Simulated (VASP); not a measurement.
Calculation: PBE GGA, VASP's PBE PAW potentials (set 64) (plane waves; VASP).

VASP ran on this input.

### POSCAR
```
ScRe
3.0809930
  1.0000000000   0.0000000000   0.0000000000
  0.0000000000   1.0000000000   0.0000000000
  0.0000000000   0.0000000000   1.3107144352
Sc Re
1 1
Cart
  0.4875490000   0.5043270000   0.6527606923
  0.0124510000  -0.0043270000   0.0025965253
```

INCAR:
```
ALGO  =  Normal
EDIFF  =  1E-6
ENCUT  =  300
GGA  =  PE
ISIF  =  2
ISMEAR  =  -1
LASPH  =  .TRUE.
LCHARG  =  .FALSE.
LMAXMIX  =  6
LREAL  =  .FALSE.
LWAVE  =  .FALSE.
NELM  =  100
PREC  =  Accurate
SIGMA  =  0.1
SYSTEM  =  ScRe
```

**KPOINTS**
```
Automatic mesh
0
Gamma
6 6 5
0 0 0
```

POTCAR, in this order: Sc_sv Re (PBE.64 set). Program: vasp_std.

Q: What will the output report for the number of irreducible k-points (NKPTS), largest plane-wave count, number of space-group operations, FFT grid (NGX, NGY, NGZ)?

A: 
number of irreducible k-points (NKPTS): 92
largest plane-wave count: 472
number of space-group operations: 1
FFT grid (NGX, NGY, NGZ): 18 × 18 × 24

The structure was generated: ScRe was put into an ordered model structure, which need not be its known phase. The cell was not relaxed at this level, atoms are displaced from their ideal sites. The k-mesh is coarse (spacing up to 0.34 per Å, 2π included), so the numbers may not be converged in it.
